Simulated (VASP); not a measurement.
# GW on AlN, part 3 of 5

How does the gap of AlN change from the starting functional to GW? The cell is of the wurtzite type, one of the forms listed for this formula. The start is a cell from a database of measured crystal structures.

VASP 6.6.1, plane waves and PAW; the level of theory is named at each step.

Still holding for the runs below: The k-mesh is coarse for exact exchange; levels may shift by about 0.1 eV on a finer one.

So far, quasiparticle gap on the mesh (eV): step 3 (G0W0, functional PBE, start PBE, G0W0 on PBE) 5.67; step 7 (G0W0, functional HSE with 0.08 exact exchange, start HSE with 0.08 exact …) 5.88. Also gap on the k-mesh (eV): step 2 (empty bands, functional PBE) 4.20; step 4 (orbitals for another starting point, PBE) 4.20; step 5 (another starting point, functional HSE with 0.08 exact exchange) 4.64.

The database entry behind the starting cell differs from later determinations by our own check (inner coordinate u about 0.002 short), so it need not match the best structure at ambient conditions.

## 8. Another starting point, functional HSE with 0.16 exact exchange

This step: HSE with 0.16 exact exchange; plane waves and PAW (Al_GW, N_GW) (VASP 6.6.1).

To see how much the result owes to its start, the ground state is made again with HSE with 0.16 exact exchange. A small SIGMA keeps every occupation at zero or full.

INCAR reads:

```
SYSTEM = AlN
PREC = Accurate
ENCUT = 450
EDIFF = 1E-08
NELM = 100
ISMEAR = 0
SIGMA = 0.01
LREAL = .FALSE.
ALGO = Normal
LHFCALC = .TRUE.
AEXX = 0.16
GGA = PE
LASPH = .TRUE.
NBANDS = 14
PRECFOCK = Fast
LORBIT = 11
LWAVE = .TRUE.
LCHARG = .FALSE.
KPAR = 2
HFSCREEN = 0.2
```

POSCAR reads:

```
AlN
1.0
    3.1130000000      0.0000000000      0.0000000000
   -1.5565000000      2.6959370820      0.0000000000
    0.0000000000      0.0000000000      4.9810000000
Al N
2 2
Direct
    0.6666666667      0.3333333333      0.5000000000
    0.3333333333      0.6666666667      0.0000000000
    0.6666666667      0.3333333333      0.8800000000
    0.3333333333      0.6666666667      0.3800000000
```

KPOINTS reads:

```
Automatic mesh
0
Gamma
3 3 2
0 0 0
```

PAW data sets: Al_GW and N_GW (PBE family, release 64).

Started as:

```console
$ mpirun -np 8 vasp_std
```

Log:

```text
[banner, memory and clock lines left out]
running    8 mpi-ranks, on    1 nodes
[...]
[... a notice as in an earlier step ...]

 LDA part: xc-table for (Slater+PW92), standard interpolation
 [... a notice as in an earlier step ...]

 found WAVECAR, reading the header
  number of bands has changed, file:    14 present:    16
  trying to continue reading WAVECAR, but it might fail
 POSCAR, INCAR and KPOINTS ok, starting setup
[...]
reading WAVECAR
 random initialization beyond band           14
 the WAVECAR file was read successfully
 initial charge from wavefunction
 entering main loop
       N       E                     dE             d eps       ncg     rms          rms(c)
DAV:   1    -0.329356335228E+02   -0.32936E+02   -0.18038E-01   192   0.465E+00    0.312E-01
DAV:   2    -0.329367383615E+02   -0.11048E-02   -0.57109E-03   256   0.680E-01    0.194E-01
DAV:   3    -0.329363932321E+02    0.34513E-03   -0.14676E-04   232   0.116E-01    0.116E-01
DAV:   4    -0.329362703306E+02    0.12290E-03   -0.34424E-05   264   0.687E-02    0.687E-02
[...]
DAV:  11    -0.329362100041E+02    0.64234E-07   -0.24805E-08   232   0.204E-03    0.176E-03
DAV:  12    -0.329362099744E+02    0.29690E-07   -0.10480E-08   168   0.124E-03    0.106E-03
DAV:  13    -0.329362099655E+02    0.89130E-08   -0.53473E-09   144   0.712E-04
   1 F= -.32936210E+02 E0= -.32936210E+02  d E =-.516338E-61
 writing wavefunctions
```

The job ended after 15 s (8 MPI ranks of AMD EPYC 7R32 (Zen 2), shared host; peak memory 1.5 GiB).

OUTCAR, selected parts (step 8):

```text
 POSITION                                       TOTAL-FORCE (eV/Angst)
 -----------------------------------------------------------------------------------
      1.55650      0.89865      2.49050         0.000000      0.000000     -0.196352
     -0.00000      1.79729      0.00000         0.000000      0.000000     -0.196352
      1.55650      0.89865      4.38328         0.000000      0.000000      0.196352
     -0.00000      1.79729      1.89278        -0.000000      0.000000      0.196352
 -----------------------------------------------------------------------------------
    total drift:                                0.000000     -0.000000     -0.003006

  FREE ENERGIE OF THE ION-ELECTRON SYSTEM (eV)
  ---------------------------------------------------
  free  energy   TOTEN  =       -32.9362099655 eV

  energy  without entropy=      -32.9362099655  energy(sigma->0) =      -32.93620997

[... 2 parts as in an earlier step ...]

[... 1 further part left out ...]
[key lines of the parts left out:]
E-fermi :   4.6808
```

## 9. Empty bands, functional HSE with 0.16 exact exchange

The next step needs empty bands that the ground-state run didn't converge, so the Hamiltonian is diagonalised exactly for NBANDS bands, in a single step. LOPTICS writes the k-derivatives of the orbitals (WAVEDER), which give the long-wavelength limit of the screening.

INCAR reads:

```
SYSTEM = AlN
PREC = Accurate
ENCUT = 450
ISMEAR = 0
SIGMA = 0.01
LREAL = .FALSE.
LHFCALC = .TRUE.
AEXX = 0.16
GGA = PE
LASPH = .TRUE.
NBANDS = 128
PRECFOCK = Fast
HFSCREEN = 0.2
ALGO = Exact
NELM = 1
LWAVE = .TRUE.
LCHARG = .FALSE.
LOPTICS = .TRUE.
NEDOS = 1000
CSHIFT = 0.1
```

POSCAR is that of step 8.

KPOINTS is that of step 8.

The run starts from files that an earlier step left in the folder.

Started as:

```console
$ mpirun -np 8 vasp_std
```

Log:

```text
[... set-up lines as in an earlier step ...]
 entering main loop
       N       E                     dE             d eps       ncg     rms          rms(c)
DIA:   1    -0.329362099783E+02   -0.32936E+02    0.00000E+00     0   0.000E+00
   1 F= -.32936210E+02 E0= -.32936210E+02  d E =-.815393E-68
 writing wavefunctions
 optical routines
 imaginary and real dielectric function
 recalculating local potential from charge density
 direction            1
 direction            2
 direction            3
```

Run time: 42 s. Hardware: 8 MPI ranks; peak memory 1.8 GiB; 4.4 min of CPU time.

OUTCAR, selected parts (step 9):

```text
 POSITION                                       TOTAL-FORCE (eV/Angst)
 -----------------------------------------------------------------------------------
      1.55650      0.89865      2.49050        -0.000000      0.000000     -0.196360
     -0.00000      1.79729      0.00000         0.000000     -0.000000     -0.196360
      1.55650      0.89865      4.38328        -0.000000      0.000000      0.196360
     -0.00000      1.79729      1.89278         0.000000     -0.000000      0.196360
 -----------------------------------------------------------------------------------
    total drift:                                0.000000     -0.000000     -0.003000

  FREE ENERGIE OF THE ION-ELECTRON SYSTEM (eV)
  ---------------------------------------------------
  free  energy   TOTEN  =       -32.9362099783 eV

  energy  without entropy=      -32.9362099783  energy(sigma->0) =      -32.93620998

[... 2 parts as in an earlier step ...]

[... 1 further part left out ...]
[key lines of the parts left out:]
E-fermi :   4.6875
```

## 10. G0W0, functional HSE with 0.16 exact exchange, start HSE with 0.16 exact exchange

This step: G0W0 on HSE with 0.16 exact exchange; plane waves and PAW (Al_GW, N_GW) (VASP 6.6.1).

One pass of GW corrects the levels to first order, with G and W from the starting orbitals.

INCAR reads:

```
SYSTEM = AlN
PREC = Accurate
ENCUT = 450
ISMEAR = 0
SIGMA = 0.01
LREAL = .FALSE.
LHFCALC = .TRUE.
AEXX = 0.16
GGA = PE
LASPH = .TRUE.
NBANDS = 128
PRECFOCK = Fast
HFSCREEN = 0.2
ALGO = EVGW0
NELMGW = 1
ENCUTGW = 120
NOMEGA = 64
NBANDSGW = 16
LWAVE = .FALSE.
LCHARG = .FALSE.
```

POSCAR is that of step 9.

KPOINTS is that of step 9.

The run starts from files that an earlier step left in the folder.

Started as:

```console
$ mpirun -np 8 vasp_std
```

Log:

```text
[banner, memory and clock lines left out]
running    8 mpi-ranks, on    1 nodes
[...]
[... a notice as in an earlier step ...]

 [... a notice as in an earlier step ...]

 LDA part: xc-table for (Slater+PW92), standard interpolation
 found WAVECAR, reading the header
 POSCAR, INCAR and KPOINTS ok, starting setup
[...]
reading WAVECAR
 the WAVECAR file was read successfully
 initial charge from wavefunction
 available memory per node:     15.93 GB, setting MAXMEM to     16314

 The Fermi energy was updated, please check that it is located mid-gap
 values below the HOMO (VB) or above the LUMO (CB) will cause erroneous energies
 E-fermi :   7.1142

 calculate exact exchange contribution
 the WAVEDER file was read successfully
energies w=
    0.000    0.000    0.751    0.000    1.500    0.000    2.246    0.000
    2.986    0.000    3.721    0.000    4.448    0.000    5.167    0.000
    5.876    0.000    6.577    0.000    7.267    0.000    7.948    0.000
[...]
total number of BLAS operations          8.62 Gflops
NQ=   2    0.3333    0.0000    0.0000,
|.........|.........|.........|.........|.........|.........|.........|.........
 performed        167000 updates of chi_q(r,r)
 total number of BLAS operations         23.04 Gflops
NQ=   3    0.3333    0.3333    0.0000,
|.........|.........|.........|.........|.........|.........|.........|.........
 performed        242000 updates of chi_q(r,r)
 total number of BLAS operations         33.09 Gflops
NQ=   4    0.0000    0.0000    0.5000,
|.........|.........|.........|.........|.........|.........|.........|.........
 performed        301000 updates of chi_q(r,r)
 total number of BLAS operations         39.46 Gflops
NQ=   5    0.3333    0.0000    0.5000,
|.........|.........|.........|.........|.........|.........|.........|.........
 performed        409000 updates of chi_q(r,r)
 total number of BLAS operations         52.78 Gflops
NQ=   6    0.3333    0.3333    0.5000,
|.........|.........|.........|.........|.........|.........|.........|.........
 performed        484000 updates of chi_q(r,r)
 total number of BLAS operations         60.63 Gflops
 resolving degeneracies of screened two electron integrals

 calculate QP shifts <psi_nk| G(iteration)W_0 |psi_nk>: iteration 1
 entering main loop
```

Run time: 12 s. Hardware: 8 MPI ranks; peak memory 1.6 GiB.

OUTCAR, selected parts (step 10):

```text
 QP shifts <psi_nk| G(iteration)W_0 |psi_nk>: iteration 1
 for sc-GW calculations column KS-energies equals QP-energies in previous step
 and V_xc(KS)=  KS-energies - (<T + V_ion + V_H > + <T+V_H+V_ion>^1  + <V_x>^1)
 k-point   1 :       0.0000    0.0000    0.0000
  band No.  KS-energies  QP-energies   sigma(KS)   V_xc(KS)     V^pw_x(r,r')   Z            occupation Imag(sigma)
    ...
      5       3.6477       3.1856     -17.5326     -16.9483     -20.8662       0.7909       2.0000       0.0821
      6       4.3494       3.9519     -17.8697     -17.3697     -21.0883       0.7951       2.0000       0.0767
      7       4.3494       3.9519     -17.8697     -17.3697     -21.0883       0.7951       2.0000       0.0767
      8       4.5656       4.2217     -17.8526     -17.4214     -20.9109       0.7974       2.0000       0.0726
      9       9.6629      10.3303     -11.2450     -12.0599      -7.3252       0.8190       0.0000      -0.0732
     10      12.1602      12.8351      -9.6815     -10.5019      -5.3657       0.8226       0.0000      -0.0808
     11      16.3637      17.2013     -12.0159     -13.0968      -6.8751       0.7749       0.0000      -0.1435
     12      16.7261      17.3633      -8.6047      -9.3884      -3.8264       0.8131       0.0000      -0.1095
    ...

[... 2 parts as in an earlier step ...]

[... 1 further part left out ...]
[key lines of the parts left out:]
E-fermi :   7.1142
```

GW takes the gap from 5.097 to 6.109 eV. That is +443 meV against G0W0 on PBE. The value holds for 128 bands, ENCUTGW = 120 eV and this mesh, and isn't shown to be converged in them.

## 11. Another starting point, functional HSE with 0.25 exact exchange

This step: HSE with 0.25 exact exchange; plane waves and PAW (Al_GW, N_GW) (VASP 6.6.1).

To see how much the result owes to its start, the ground state is made again with HSE with 0.25 exact exchange. A small SIGMA keeps every occupation at zero or full.

INCAR reads:

```
SYSTEM = AlN
PREC = Accurate
ENCUT = 450
EDIFF = 1E-08
NELM = 100
ISMEAR = 0
SIGMA = 0.01
LREAL = .FALSE.
ALGO = Normal
LHFCALC = .TRUE.
AEXX = 0.25
GGA = PE
LASPH = .TRUE.
NBANDS = 14
PRECFOCK = Fast
LORBIT = 11
LWAVE = .TRUE.
LCHARG = .FALSE.
KPAR = 2
HFSCREEN = 0.2
```

POSCAR is that of step 10.

KPOINTS is that of step 10.

Started as:

```console
$ mpirun -np 8 vasp_std
```

Log:

```text
[... set-up lines as in an earlier step ...]
 entering main loop
       N       E                     dE             d eps       ncg     rms          rms(c)
DAV:   1    -0.348194312642E+02   -0.34819E+02   -0.43119E-01   192   0.728E+00    0.480E-01
DAV:   2    -0.348235366850E+02   -0.41054E-02   -0.14259E-02   256   0.108E+00    0.307E-01
DAV:   3    -0.348225876754E+02    0.94901E-03   -0.41744E-04   224   0.193E-01    0.181E-01
DAV:   4    -0.348222285812E+02    0.35909E-03   -0.97673E-05   264   0.117E-01    0.107E-01
[...]
DAV:  11    -0.348220556263E+02    0.13824E-06   -0.62742E-08   240   0.327E-03    0.256E-03
DAV:  12    -0.348220555817E+02    0.44569E-07   -0.20754E-08   200   0.197E-03    0.152E-03
DAV:  13    -0.348220555731E+02    0.85571E-08   -0.11623E-08   136   0.117E-03
   1 F= -.34822056E+02 E0= -.34822056E+02  d E =-.380021E-35
 writing wavefunctions
```

Run time: 16 s. Hardware: 8 MPI ranks; peak memory 1.5 GiB.

Parts of OUTCAR (step 11):

```text
 POSITION                                       TOTAL-FORCE (eV/Angst)
 -----------------------------------------------------------------------------------
      1.55650      0.89865      2.49050        -0.000000     -0.000000     -0.194577
     -0.00000      1.79729      0.00000        -0.000000     -0.000000     -0.194577
      1.55650      0.89865      4.38328         0.000000     -0.000000      0.194577
     -0.00000      1.79729      1.89278         0.000000      0.000000      0.194577
 -----------------------------------------------------------------------------------
    total drift:                                0.000000     -0.000000     -0.004540

  FREE ENERGIE OF THE ION-ELECTRON SYSTEM (eV)
  ---------------------------------------------------
  free  energy   TOTEN  =       -34.8220555731 eV

  energy  without entropy=      -34.8220555731  energy(sigma->0) =      -34.82205557

[... 2 parts as in an earlier step ...]

[... 1 further part left out ...]
[key lines of the parts left out:]
E-fermi :   4.3071
```

## 12. Empty bands, functional HSE with 0.25 exact exchange

ALGO = Exact makes the empty bands from the converged ground state in one step. LOPTICS writes the k-derivatives of the orbitals (WAVEDER), which give the long-wavelength limit of the screening.

INCAR reads:

```
SYSTEM = AlN
PREC = Accurate
ENCUT = 450
ISMEAR = 0
SIGMA = 0.01
LREAL = .FALSE.
LHFCALC = .TRUE.
AEXX = 0.25
GGA = PE
LASPH = .TRUE.
NBANDS = 128
PRECFOCK = Fast
HFSCREEN = 0.2
ALGO = Exact
NELM = 1
LWAVE = .TRUE.
LCHARG = .FALSE.
LOPTICS = .TRUE.
NEDOS = 1000
CSHIFT = 0.1
```

POSCAR is that of step 11.

KPOINTS is that of step 11.

The WAVECAR or CHGCAR of an earlier step is read.

Started as:

```console
$ mpirun -np 8 vasp_std
```

Log:

```text
[... set-up lines as in an earlier step ...]
 entering main loop
       N       E                     dE             d eps       ncg     rms          rms(c)
DIA:   1    -0.348220555731E+02   -0.34822E+02    0.00000E+00     0   0.000E+00
   1 F= -.34822056E+02 E0= -.34822056E+02  d E =-.129507E-18
 writing wavefunctions
 optical routines
 imaginary and real dielectric function
 recalculating local potential from charge density
 direction            1
 direction            2
 direction            3
```

Run time: 42 s. Hardware: 8 MPI ranks; peak memory 1.8 GiB.

Parts of OUTCAR (step 12):

```text
 POSITION                                       TOTAL-FORCE (eV/Angst)
 -----------------------------------------------------------------------------------
      1.55650      0.89865      2.49050        -0.000000      0.000000     -0.194588
     -0.00000      1.79729      0.00000        -0.000000      0.000000     -0.194588
      1.55650      0.89865      4.38328         0.000000     -0.000000      0.194588
     -0.00000      1.79729      1.89278        -0.000000      0.000000      0.194588
 -----------------------------------------------------------------------------------
    total drift:                               -0.000000      0.000000     -0.004538

[... 4 parts as in an earlier step ...]

[... 1 further part left out ...]
[key lines of the parts left out:]
E-fermi :   4.2810
```

## 13. G0W0, functional HSE with 0.25 exact exchange, start HSE with 0.25 exact exchange

This step: G0W0 on HSE with 0.25 exact exchange; plane waves and PAW (Al_GW, N_GW) (VASP 6.6.1).

G0W0 keeps orbitals and screening fixed and shifts each of the lowest NBANDSGW levels once.

INCAR reads:

```
SYSTEM = AlN
PREC = Accurate
ENCUT = 450
ISMEAR = 0
SIGMA = 0.01
LREAL = .FALSE.
LHFCALC = .TRUE.
AEXX = 0.25
GGA = PE
LASPH = .TRUE.
NBANDS = 128
PRECFOCK = Fast
HFSCREEN = 0.2
ALGO = EVGW0
NELMGW = 1
ENCUTGW = 120
NOMEGA = 64
NBANDSGW = 16
LWAVE = .FALSE.
LCHARG = .FALSE.
```

POSCAR is that of step 12.

KPOINTS is that of step 12.

The run starts from files that an earlier step left in the folder.

Started as:

```console
$ mpirun -np 8 vasp_std
```

Log:

```text
[banner, memory and clock lines left out]
running    8 mpi-ranks, on    1 nodes
[...]
[... a notice as in an earlier step ...]

 [... a notice as in an earlier step ...]

 LDA part: xc-table for (Slater+PW92), standard interpolation
 found WAVECAR, reading the header
 POSCAR, INCAR and KPOINTS ok, starting setup
[...]
reading WAVECAR
 the WAVECAR file was read successfully
 initial charge from wavefunction
 available memory per node:     15.93 GB, setting MAXMEM to     16316

 The Fermi energy was updated, please check that it is located mid-gap
 values below the HOMO (VB) or above the LUMO (CB) will cause erroneous energies
 E-fermi :   7.0306

 calculate exact exchange contribution
 the WAVEDER file was read successfully
energies w=
    0.000    0.000    0.776    0.000    1.549    0.000    2.319    0.000
    3.085    0.000    3.843    0.000    4.594    0.000    5.337    0.000
    6.069    0.000    6.793    0.000    7.506    0.000    8.209    0.000
[...]
total number of BLAS operations          8.62 Gflops
NQ=   2    0.3333    0.0000    0.0000,
|.........|.........|.........|.........|.........|.........|.........|.........
 performed        167000 updates of chi_q(r,r)
 total number of BLAS operations         23.04 Gflops
NQ=   3    0.3333    0.3333    0.0000,
|.........|.........|.........|.........|.........|.........|.........|.........
 performed        242000 updates of chi_q(r,r)
 total number of BLAS operations         33.09 Gflops
NQ=   4    0.0000    0.0000    0.5000,
|.........|.........|.........|.........|.........|.........|.........|.........
 performed        301000 updates of chi_q(r,r)
 total number of BLAS operations         39.46 Gflops
NQ=   5    0.3333    0.0000    0.5000,
|.........|.........|.........|.........|.........|.........|.........|.........
 performed        409000 updates of chi_q(r,r)
 total number of BLAS operations         52.78 Gflops
NQ=   6    0.3333    0.3333    0.5000,
|.........|.........|.........|.........|.........|.........|.........|.........
 performed        484000 updates of chi_q(r,r)
 total number of BLAS operations         60.63 Gflops
 resolving degeneracies of screened two electron integrals

 calculate QP shifts <psi_nk| G(iteration)W_0 |psi_nk>: iteration 1
 entering main loop
```

Wall time 11 s (8 MPI ranks); peak memory 1.6 GiB.

OUTCAR, selected parts (step 13):

```text
 QP shifts <psi_nk| G(iteration)W_0 |psi_nk>: iteration 1
 for sc-GW calculations column KS-energies equals QP-energies in previous step
 and V_xc(KS)=  KS-energies - (<T + V_ion + V_H > + <T+V_H+V_ion>^1  + <V_x>^1)
 k-point   1 :       0.0000    0.0000    0.0000
  band No.  KS-energies  QP-energies   sigma(KS)   V_xc(KS)     V^pw_x(r,r')   Z            occupation Imag(sigma)
    ...
      5       3.2604       3.0348     -17.6029     -17.3213     -20.8696       0.8013       2.0000       0.0801
      6       3.9857       3.8097     -17.9348     -17.7165     -21.0915       0.8058       2.0000       0.0750
      7       3.9857       3.8097     -17.9348     -17.7165     -21.0915       0.8058       2.0000       0.0750
      8       4.2215       4.0839     -17.9172     -17.7469     -20.9215       0.8078       2.0000       0.0723
      9       9.8396      10.4283     -11.1034     -11.8147      -7.2273       0.8276       0.0000      -0.0720
     10      12.3737      12.9457      -9.5672     -10.2559      -5.3221       0.8306       0.0000      -0.0800
     11      16.6964      17.3471     -11.8097     -12.6386      -6.7699       0.7849       0.0000      -0.1369
     12      16.9810      17.4967      -8.4903      -9.1165      -3.8140       0.8235       0.0000      -0.1028
    ...

[... 2 parts as in an earlier step ...]

[... 1 further part left out ...]
[key lines of the parts left out:]
E-fermi :   7.0306
```

GW takes the gap from 5.618 to 6.344 eV. That is +679 meV against G0W0 on PBE. The value holds for 128 bands, ENCUTGW = 120 eV and this mesh, and isn't shown to be converged in them.

(Continued in part 4 of 5.)

[Lines on the potential files, build, host, timing and source positions are cut from VASP's logs without a mark.]

[Logs are printed without paths, hosts, clocks, repeated set-up lines and the standing remarks that a program may print on its own settings, such as how far it seeks lower states.]

[Hosts, paths, dates, database ids (printed as entryN), source tags and the programs' standing remarks are cut or masked in the printed files.]

[Pressures printed for these runs are not shown converged in the cutoff: they can be off by several GPa and have the wrong sign.]
